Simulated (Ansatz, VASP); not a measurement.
# Cross-check of Si7Ge17 (generalised stacking fault on (111) (glide set) of a Ge-Si solid solution) between VASP and Ansatz

Aim: how closely do two programs agree when they are given the same cell, functional and k mesh? The cell is taken from a series of runs on this material, whose earlier steps may have relaxed, scaled, displaced or heated it; both programs get it as it stands.

Calculated with Ansatz 0.2.0; plane waves, with VASP 6.6.1 beside it; single point at RPBE.

### Step 1. Set-up

The cell holds 72 atoms: 51 Ge and 21 Si. Its edges and angles: a = 6.849 Å, b = 11.862 Å, c = 19.579 Å, α = 90.0°, β = 88.3°, γ = 90.0°. As first built, before any earlier steps moved the atoms (in the runner's words): diamond-structure Ge (a = 5.5919 A), cell with z along [111], 1 x 3 x 2 periods; the third cell vector is tilted by 0.083 of 1/2[11-2] and lengthened by 0.2 A, so the cell holds one fault (glide set); displaced by a Gaussian of 0.01 A; 21 of 72 Ge sites given to Si at random (lattice constant by Vegard's rule between Ge and Si). The structure's axis is c.

### Step 2. Ansatz: single point, RPBE

Ansatz runs on its default PAW (the set named soft_2) files.

A single point gives forces, pressure and levels at one fixed geometry, so differences don't come from the geometry; what else differs is listed under the comparison.

input.yaml reads:

```yaml
crystal:
  lattice:
    - [6.84865, 0.0, 0.0]
    - [0.0, 11.86221, 0.0]
    - [0.5707, 0.0, 19.57091]
  atoms:
    - { symbol: Ge, position: [0.4613, 0.16477, 0.01613] }
    - { symbol: Ge, position: [0.46032, 0.16397, 0.14159] }
    - { symbol: Ge, position: [0.7951, 0.1661, 0.18449] }
    - { symbol: Si, position: [0.79389, 0.16783, 0.3078] }
    - { symbol: Si, position: [0.95493, 0.99858, 0.01503] }
    - { symbol: Ge, position: [0.96653, 0.99972, 0.1384] }
    - { symbol: Si, position: [0.2941, 0.99727, 0.181] }
    - { symbol: Ge, position: [0.29489, 0.00226, 0.30426] }
    - { symbol: Ge, position: [0.6262, 0.00443, 0.35099] }
    - { symbol: Si, position: [0.62275, 0.00549, 0.4748] }
    - { symbol: Si, position: [0.45416, 0.50176, 0.01622] }
    - { symbol: Si, position: [0.45802, 0.50085, 0.137] }
    - { symbol: Ge, position: [0.78381, 0.49969, 0.18012] }
    - { symbol: Ge, position: [0.79043, 0.49661, 0.30614] }
    - { symbol: Si, position: [0.96309, 0.33579, 0.01526] }
    - { symbol: Ge, position: [0.96239, 0.33364, 0.13841] }
    - { symbol: Ge, position: [0.29573, 0.33596, 0.1834] }
    - { symbol: Si, position: [0.29534, 0.33289, 0.30685] }
    - { symbol: Ge, position: [0.62038, 0.32922, 0.35158] }
    - { symbol: Si, position: [0.62952, 0.32814, 0.47586] }
    - { symbol: Ge, position: [0.12229, 0.1701, 0.34811] }
    - { symbol: Ge, position: [0.13113, 0.17017, 0.47502] }
    - { symbol: Si, position: [0.46113, 0.16731, 0.51763] }
    - { symbol: Si, position: [0.45697, 0.16485, 0.63915] }
    - { symbol: Ge, position: [0.78374, 0.16936, 0.68332] }
    - { symbol: Si, position: [0.78887, 0.16762, 0.80687] }
    - { symbol: Ge, position: [0.9519, 0.00295, 0.51589] }
    - { symbol: Ge, position: [0.96452, 0.00269, 0.64179] }
    - { symbol: Si, position: [0.29431, 0.00393, 0.68187] }
    - { symbol: Ge, position: [0.29302, 0.00195, 0.80533] }
    - { symbol: Ge, position: [0.62485, 0.0039, 0.85147] }
    - { symbol: Si, position: [0.63086, 0.99898, 0.97487] }
    - { symbol: Ge, position: [0.45572, 0.83364, 0.01611] }
    - { symbol: Si, position: [0.45709, 0.83563, 0.13959] }
    - { symbol: Ge, position: [0.78478, 0.83485, 0.18076] }
    - { symbol: Ge, position: [0.79122, 0.83547, 0.30638] }
    - { symbol: Ge, position: [0.95664, 0.66632, 0.0131] }
    - { symbol: Ge, position: [0.95871, 0.66724, 0.13895] }
    - { symbol: Ge, position: [0.29543, 0.66744, 0.17961] }
    - { symbol: Ge, position: [0.29316, 0.66492, 0.30544] }
    - { symbol: Ge, position: [0.62483, 0.66617, 0.34876] }
    - { symbol: Ge, position: [0.62545, 0.66653, 0.47377] }
    - { symbol: Ge, position: [0.12543, 0.49592, 0.3483] }
    - { symbol: Ge, position: [0.12246, 0.49461, 0.47451] }
    - { symbol: Ge, position: [0.46038, 0.49484, 0.51547] }
    - { symbol: Ge, position: [0.46055, 0.49779, 0.64099] }
    - { symbol: Ge, position: [0.79568, 0.49638, 0.68341] }
    - { symbol: Ge, position: [0.80079, 0.49878, 0.80954] }
    - { symbol: Si, position: [0.95111, 0.33131, 0.51755] }
    - { symbol: Si, position: [0.95566, 0.33159, 0.63846] }
    - { symbol: Ge, position: [0.2838, 0.32909, 0.68058] }
    - { symbol: Ge, position: [0.2887, 0.33518, 0.80702] }
    - { symbol: Ge, position: [0.62415, 0.33145, 0.8496] }
    - { symbol: Ge, position: [0.63023, 0.33661, 0.97553] }
    - { symbol: Ge, position: [0.11507, 0.16784, 0.84854] }
    - { symbol: Ge, position: [0.12124, 0.16613, 0.97429] }
    - { symbol: Ge, position: [0.12542, 0.83409, 0.34772] }
    - { symbol: Ge, position: [0.1252, 0.83523, 0.47309] }
    - { symbol: Ge, position: [0.45965, 0.83803, 0.51569] }
    - { symbol: Ge, position: [0.45824, 0.83761, 0.64165] }
    - { symbol: Ge, position: [0.7921, 0.83459, 0.68444] }
    - { symbol: Ge, position: [0.79146, 0.83391, 0.80983] }
    - { symbol: Ge, position: [0.95965, 0.66571, 0.51592] }
    - { symbol: Ge, position: [0.96006, 0.66608, 0.64109] }
    - { symbol: Ge, position: [0.29228, 0.66711, 0.68446] }
    - { symbol: Ge, position: [0.29016, 0.66369, 0.81041] }
    - { symbol: Ge, position: [0.62319, 0.66505, 0.85338] }
    - { symbol: Si, position: [0.62102, 0.66474, 0.97619] }
    - { symbol: Si, position: [0.12611, 0.49851, 0.8529] }
    - { symbol: Si, position: [0.13052, 0.49847, 0.97382] }
    - { symbol: Ge, position: [0.12511, 0.83445, 0.85217] }
    - { symbol: Si, position: [0.12341, 0.83611, 0.97499] }
kpoints:
  mp_grid: { grid: [2, 1, 1] }
hamiltonian:
  xc: rpbe
scf:
  occupations: { method: gaussian, width: 0.05 }
output:
  forces: true
  stress: true
  populations: true
  dos:
    method: { smearing: { sigma: 0.1 } }
    de: 0.1
    projected: { site_lists: { Ge: [Ge], Si: [Si] } }
  eigenvalues: true
  write_density: true
  write_potential: true
  volumetric_format: npy
```

On the command line:

```
ansatz run input.yaml --threads 4 --pin off --max-ram 8192MiB --backend cpu --events-out ev --progress --plain --runs-dir out
```

Numbers of over 12 decimals in the logs are rounded to 6 here.

Log:

```text
Engine: ansatz 0.2.0, aarch64-unknown-linux-gnu
Pseudopotentials: kind: paw
Pseudopotential: Ge, paw, valence charge 14, recommended cutoff 420 eV (normal), Ge.paw.azcp
Pseudopotential: Si, paw, valence charge 4, recommended cutoff 420 eV (normal), Si.paw.azcp
Functional definition: RPBE
  parameter kappa = 0.804
  parameter beta = 0.066725
  exchange = rpbe_x(kappa = kappa, mu = beta*pi^2/3)
  correlation = pbe_c(beta = beta)
Crystal: 72 atoms, lattice volume = 1589.943 Å³
Basis set: ecut = 420 eV, 31103 PW (Γ), exchange–correlation on 96×160×270 points (8 copies of the dense FFT grid, shifted against one another)
Bands: 479, of which v1, the nominal top of the filled ones, is band 399 counted from 1 (398 counted from 0)
Symmetry: 1 space group operations
Space group: P1 (ITA 1), of the structure as read, at distance tolerance 1.2e-4 Å
k-points: 2
Non-local potential: Ge, projectors of the file, l = 0: 2, l = 1: 2, l = 2: 3, l = 3: 1
Non-local potential: Si, projectors of the file, l = 0: 2, l = 1: 2, l = 2: 2
PAW form: soft (Blöchl's): semilocal exchange-correlation on the pseudo side does not see the compensation charge
PAW frozen core: Ge, regenerated for the run's functional, and the local potential with it (the file was generated under x = pbe(κ = 0.804, μ = 0.219515), c = pbe(β = 0.066725))
PAW frozen core: Si, regenerated for the run's functional, and the local potential with it (the file was generated under x = pbe(κ = 0.804, μ = 0.219515), c = pbe(β = 0.066725))
PAW one-centre angular grid: Ge, 590 points (default); XC on 64 Gauss nodes
PAW one-centre angular grid: Si, 110 points (default); XC on 64 Gauss nodes
Initial density: superposition of atomic densities (neutral atoms: chi_scale 0, normalization atom), corrected by the library's trained network
Initial wavefunctions: pseudopotential atomic-orbital guess
Functional: x = rpbe, c = pbe(β = 0.066725)
SCF iter   1: F=—  HF=-232746.276423 eV  |F-HF|=—  |Δ(HF+E_count)|=         —  Δρ=3.57e-3  dr2=1.39e-1  ethr=1.77e-3  ⟨swp⟩=5.5  Hψ=3439  notcnv=0  defer=50
preconditioner: auto → Resta (q_TF=auto, 2.432 Å⁻¹)  ε∞=2.7  [insulator: Δε(μ)=0.379 eV  Ē_g=20.333 eV  σ=0.050 eV  W_gap=1.00  n_scr=386 (ndim 8)  ℏωp=26.3 eV  f_vac=0.027  D(μ)=0.00/eV (n_scr^D=0)  ε∞_Penn≈2.7]
SCF iter   2: F=—  HF=-232746.239242 eV  |F-HF|=—  |Δ(HF+E_count)|=   3.72e-2  Δρ=1.69e-3  dr2=4.94e-2  ethr=1.74e-5  ⟨swp⟩=2.0  Hψ=1900  notcnv=0  defer=80
SCF iter   3: F=—  HF=-232746.237946 eV  |F-HF|=—  |Δ(HF+E_count)|=   1.30e-3  Δρ=9.60e-4  dr2=2.47e-2  ethr=6.19e-6  ⟨swp⟩=3.0  Hψ=1611  notcnv=0  defer=80
SCF iter   4: F=—  HF=-232746.241395 eV  |F-HF|=—  |Δ(HF+E_count)|=   3.45e-3  Δρ=3.99e-4  dr2=2.36e-2  ethr=3.09e-6  ⟨swp⟩=2.0  Hψ=1009  notcnv=0  defer=80
SCF iter   5: F=—  HF=-232746.239189 eV  |F-HF|=—  |Δ(HF+E_count)|=   2.21e-3  Δρ=1.20e-4  dr2=3.81e-4  ethr=2.96e-6  ⟨swp⟩=2.0  Hψ=963  notcnv=0  defer=80
SCF iter   6: F=—  HF=-232746.239482 eV  |F-HF|=—  |Δ(HF+E_count)|=   2.93e-4  Δρ=5.46e-5  dr2=1.59e-4  ethr=4.78e-8  ⟨swp⟩=2.0  Hψ=1611  notcnv=0  defer=80
SCF iter   7: F=—  HF=-232746.239536 eV  |F-HF|=—  |Δ(HF+E_count)|=   5.39e-5  Δρ=2.88e-5  dr2=2.27e-5  ethr=1.99e-8  ⟨swp⟩=2.0  Hψ=1026  notcnv=0  defer=80
SCF iter   8: F=—  HF=-232746.240054 eV  |F-HF|=—  |Δ(HF+E_count)|=   5.18e-4  Δρ=1.13e-5  dr2=2.51e-5  ethr=2.84e-9  ⟨swp⟩=2.0  Hψ=1756  notcnv=0  defer=132
SCF iter   9: F=—  HF=-232746.240055 eV  |F-HF|=—  |Δ(HF+E_count)|=   6.90e-7  Δρ=5.81e-6  dr2=2.09e-6  ethr=2.84e-9  ⟨swp⟩=2.0  Hψ=976  notcnv=0  defer=132
SCF iter  10: F=—  HF=-232746.240056 eV  |F-HF|=—  |Δ(HF+E_count)|=   9.82e-7  Δρ=2.86e-6  dr2=4.85e-7  ethr=2.62e-10  ⟨swp⟩=2.0  Hψ=1101  notcnv=0  defer=132
SCF iter  11: F=-232746.240056 eV  HF=-232746.240056 eV  |F-HF|=8.48e-8  |Δ(HF+E_count)|=   2.49e-7  Δρ=1.63e-6  dr2=7.02e-8  ethr=1.25e-11  ⟨swp⟩=12.5  Hψ=6730  notcnv=0
SCF 1 converged in 11 iterations: F = -232746.240056 eV  dr2 = 7.02e-8
  greatest PAW one-centre occupation: 0.998 electrons in one spin orbital (limit 2), on the Ge atom at site 40 (counted from 0), in its partial waves of l = 2
SCF converged after 11 iterations
Free energy (F): -232746.240056 eV
Harris-Foulkes:  -232746.240056 eV  (|F-HF|=8.48e-8)
Internal energy: -232746.240056 eV  (E = F + TS)
E sigma→0 (E₀):  -232746.240056 eV
Fermi energy:    8.233081 eV
--- Per-component energies (eV) ---
  E_band       = -7696.116873
  E_kinetic    = 6527.891137
  E_local      = -141981.834865  (includes V_loc(G=0)·N_el)
  E_nonlocal   = 21870.669675
  E_hartree    = 63057.671793
  E_xc         = -5013.585224
  E_vxc        = -4260.935961  (∫ρ·V_xc dr)
  E_paw        = -114141.942745  (= ΣΔE_a)
  E_vpaw       = -15967.281644  (= ΣTr[D̂ρ^β])
  E_aug_tail   = 0.016428  (compensation charges beyond the density's cutoff)
  E_ewald      = -63055.345379
  E_core_change = -9.780877  (= ΣΔE_core)
[...]
k-point 1: bands = [... 395 lower, 6.9034, 6.9361, 7.1332, 7.2349, 8.8419, 8.9028, 9.0494, 9.1092, ... 76 higher]
--- Löwdin populations: 72 sites ---
  site symbol       q [e]
     0     Ge     13.9885
     1     Ge     13.9904
     2     Ge     13.9928
     3     Si      3.9014
     4     Si      3.9359
     5     Ge     14.0140
     6     Si      3.9195
     7     Ge     13.9923
     8     Ge     14.0094
     9     Si      3.9173
    10     Si      3.9538
    11     Si      3.9187
    12     Ge     13.9968
    13     Ge     13.9734
    14     Si      3.9152
    15     Ge     13.9939
    16     Ge     14.0090
    17     Si      3.9002
    18     Ge     14.0302
    19     Si      3.9333
    20     Ge     14.0115
    21     Ge     14.0083
    22     Si      3.9535
    23     Si      3.9341
[...]
64     Ge     13.9742
    65     Ge     13.9942
    66     Ge     13.9959
    67     Si      3.9137
    68     Si      3.9198
    69     Si      3.9518
    70     Ge     13.9930
    71     Si      3.9136
  spilling = 0.002331 (of n_electrons = 798.000000)
```

### Step 3. VASP: single point, RPBE

The same cell, functional, mesh and smearing now go to VASP, with its own data sets.

Lines of VASP's logs that name or quote its potential files are left out, and so is its time.

INCAR reads:

```
SYSTEM = Si7Ge17
PREC = Accurate
ENCUT = 500
EDIFF = 1E-06
NELM = 120
ISMEAR = 0
SIGMA = 0.05
LREAL = Auto
ALGO = Normal
GGA = RP
NBANDS = 464
LORBIT = 11
LWAVE = .FALSE.
LCHARG = .FALSE.
ISIF = 2
LASPH = .TRUE.
GGA_COMPAT = .FALSE.
EFERMI = MIDGAP
KPAR = 2
```

POSCAR reads:

```
Si7Ge17
1.0
    6.8486500000      0.0000000000      0.0000000000
    0.0000000000     11.8622100000      0.0000000000
    0.5707000000      0.0000000000     19.5709100000
Ge Si
51 21
Direct
    0.4613000000      0.1647700000      0.0161300000
    0.4603200000      0.1639700000      0.1415900000
    0.7951000000      0.1661000000      0.1844900000
    0.9665300000      0.9997200000      0.1384000000
    0.2948900000      0.0022600000      0.3042600000
    0.6262000000      0.0044300000      0.3509900000
    0.7838100000      0.4996900000      0.1801200000
    0.7904300000      0.4966100000      0.3061400000
    0.9623900000      0.3336400000      0.1384100000
    0.2957300000      0.3359600000      0.1834000000
    0.6203800000      0.3292200000      0.3515800000
    0.1222900000      0.1701000000      0.3481100000
    0.1311300000      0.1701700000      0.4750200000
    0.7837400000      0.1693600000      0.6833200000
    0.9519000000      0.0029500000      0.5158900000
    0.9645200000      0.0026900000      0.6417900000
    0.2930200000      0.0019500000      0.8053300000
    0.6248500000      0.0039000000      0.8514700000
    0.4557200000      0.8336400000      0.0161100000
    0.7847800000      0.8348500000      0.1807600000
    0.7912200000      0.8354700000      0.3063800000
    0.9566400000      0.6663200000      0.0131000000
    0.9587100000      0.6672400000      0.1389500000
    0.2954300000      0.6674400000      0.1796100000
    0.2931600000      0.6649200000      0.3054400000
    0.6248300000      0.6661700000      0.3487600000
    0.6254500000      0.6665300000      0.4737700000
    0.1254300000      0.4959200000      0.3483000000
    0.1224600000      0.4946100000      0.4745100000
    0.4603800000      0.4948400000      0.5154700000
    0.4605500000      0.4977900000      0.6409900000
    0.7956800000      0.4963800000      0.6834100000
    0.8007900000      0.4987800000      0.8095400000
    0.2838000000      0.3290900000      0.6805800000
    0.2887000000      0.3351800000      0.8070200000
    0.6241500000      0.3314500000      0.8496000000
    0.6302300000      0.3366100000      0.9755300000
    0.1150700000      0.1678400000      0.8485400000
    0.1212400000      0.1661300000      0.9742900000
    0.1254200000      0.8340900000      0.3477200000
    0.1252000000      0.8352300000      0.4730900000
    0.4596500000      0.8380300000      0.5156900000
    0.4582400000      0.8376100000      0.6416500000
    0.7921000000      0.8345900000      0.6844400000
    0.7914600000      0.8339100000      0.8098300000
    0.9596500000      0.6657100000      0.5159200000
    0.9600600000      0.6660800000      0.6410900000
    0.2922800000      0.6671100000      0.6844600000
    0.2901600000      0.6636900000      0.8104100000
    0.6231900000      0.6650500000      0.8533800000
    0.1251100000      0.8344500000      0.8521700000
    0.7938900000      0.1678300000      0.3078000000
    0.9549300000      0.9985800000      0.0150300000
    0.2941000000      0.9972700000      0.1810000000
    0.6227500000      0.0054900000      0.4748000000
    0.4541600000      0.5017600000      0.0162200000
    0.4580200000      0.5008500000      0.1370000000
    0.9630900000      0.3357900000      0.0152600000
    0.2953400000      0.3328900000      0.3068500000
    0.6295200000      0.3281400000      0.4758600000
    0.4611300000      0.1673100000      0.5176300000
    0.4569700000      0.1648500000      0.6391500000
    0.7888700000      0.1676200000      0.8068700000
    0.2943100000      0.0039300000      0.6818700000
    0.6308600000      0.9989800000      0.9748700000
    0.4570900000      0.8356300000      0.1395900000
    0.9511100000      0.3313100000      0.5175500000
    0.9556600000      0.3315900000      0.6384600000
    0.6210200000      0.6647400000      0.9761900000
    0.1261100000      0.4985100000      0.8529000000
    0.1305200000      0.4984700000      0.9738200000
    0.1234100000      0.8361100000      0.9749900000
```

KPOINTS reads:

```
Automatic mesh
0
Gamma
2 1 1
0 0 0
```

PAW data sets: Ge_d and Si (PBE family, release 64).

On the command line:

```
mpirun -np 8 vasp_std
```

Log:

```text
[banner, memory and clock lines left out]
running    8 mpi-ranks, on    1 nodes
[...]
|                                                                             |
|           W    W    AA    RRRRR   N    N  II  N    N   GGGG   !!!           |
|           W    W   A  A   R    R  NN   N  II  NN   N  G    G  !!!           |
|           W    W  A    A  R    R  N N  N  II  N N  N  G       !!!           |
|           W WW W  AAAAAA  RRRRR   N  N N  II  N  N N  G  GGG   !            |
|           WW  WW  A    A  R   R   N   NN  II  N   NN  G    G                |
|           W    W  A    A  R    R  N    N  II  N    N   GGGG   !!!           |
|                                                                             |
|     For optimal performance we recommend to set                             |
|       NCORE = 2 up to number-of-cores-per-socket                            |
|     NCORE specifies how many cores store one orbital (NPAR=cpu/NCORE).      |
|     This setting can greatly improve the performance of VASP for DFT.       |
[...]
|                                                                             |
|     You enforced a specific xc type in the INCAR file but a different       |
|     [... a line on the potential file left out ...]
|     I HOPE YOU KNOW WHAT YOU ARE DOING!                                     |
|                                                                             |

 LDA part: xc-table for (Slater+PW92), standard interpolation
 POSCAR, INCAR and KPOINTS ok, starting setup
[...]
entering main loop
       N       E                     dE             d eps       ncg     rms          rms(c)
DAV:   1     0.148382313721E+05    0.14838E+05   -0.28427E+05  1936   0.416E+03
DAV:   2     0.307933848246E+04   -0.11759E+05   -0.11437E+05  1856   0.105E+03
DAV:   3     0.197165767635E+03   -0.28822E+04   -0.27247E+04  1912   0.297E+02
DAV:   4    -0.282061159917E+03   -0.47923E+03   -0.45081E+03  2152   0.117E+02
[...]
DAV:  15    -0.314700318910E+03   -0.26549E-04   -0.80299E-05  2264   0.997E-02    0.476E-03
DAV:  16    -0.314700334654E+03   -0.15744E-04   -0.13706E-04  2048   0.482E-02    0.491E-03
DAV:  17    -0.314700334859E+03   -0.20530E-06   -0.49931E-06  1608   0.233E-02
   1 F= -.31470033E+03 E0= -.31470033E+03  d E =-.704516E-08
```

Parts of OUTCAR (step 3):

```text
 POSITION                                       TOTAL-FORCE (eV/Angst)
 -----------------------------------------------------------------------------------
      3.16849      1.95454      0.31568         0.000922      0.002772     -0.016757
      3.23338      1.94505      2.77105        -0.008636     -0.010396     -0.002468
      5.55065      1.97031      3.61064        -0.007843     -0.000085      0.020587
      6.69841     11.85889      2.70861         0.003367     -0.000426     -0.011273
      2.19324      0.02681      5.95465        -0.000780     -0.002553     -0.028944
      4.48893      0.05255      6.86919        -0.002181      0.009762      0.019947
      5.47083      5.92743      3.52511        -0.018384      0.003378      0.011572
      5.58809      5.89089      5.99144         0.006173     -0.001809     -0.019737
      6.67006      3.95771      2.70881        -0.007401      0.004845     -0.011083
      2.13002      3.98523      3.58930        -0.004341      0.006735      0.015107
      4.44941      3.90528      6.88074        -0.005800     -0.007503      0.014297
      1.03619      2.01776      6.81283        -0.006537      0.008554     -0.000283
      1.16916      2.01859      9.29657         0.000827      0.012170     -0.006807
      5.75753      2.00898     13.37319        -0.002083      0.008086      0.012005
[...]
-----------------------------------------------------------------------------------
    total drift:                               -0.006352     -0.002047     -0.019537

  FREE ENERGIE OF THE ION-ELECTRON SYSTEM (eV)
  ---------------------------------------------------
  free  energy   TOTEN  =      -314.7003348593 eV

  energy  without entropy=     -314.7003348523  energy(sigma->0) =     -314.70033486
```

The run ends at a pressure of 3.64 GPa, with forces up to 0.029 eV/Å.

### Step 4. Comparison

Known differences besides the potentials themselves: the cutoff is 420 eV in Ansatz and 500 eV in VASP (PREC = Accurate, projectors in real space); Ansatz makes its cores anew for this functional, VASP keeps those of its PBE data sets. Total energies have different zeros and are not compared.

Both answers:

```tsv
quantity	Ansatz	VASP	difference
pressure (GPa)	3.87	3.64	+0.23
gap on the k mesh (eV)	0.387	0.390	-0.003
```

At this near-relaxed geometry the largest component of a force difference is 10 meV/Å. A gap on the mesh is an upper bound, since the band edges may lie between its points.

### Step 5. Summary of results

| Item | Value |
| --- | --- |
| difference in gap on the k mesh (single point, RPBE) | -0.0030 eV |

In words: The difference in gap on the k mesh is -0.0030 eV (single point, RPBE), within the 0.08 eV picked in this series as the mark of a large difference. Such differences can come from data sets, numerical settings and the points named under the comparisons, not from the functional's error against experiment.

[Lines on the potential files, build, host, timing and source positions are cut from VASP's logs without a mark.]

[Logs are printed without paths, hosts, clocks, repeated set-up lines and the standing remarks that a program may print on its own settings, such as how far it seeks lower states.]

[Hosts, paths, dates, database ids (printed as entryN), source tags and the programs' standing remarks are cut or masked in the printed files.]
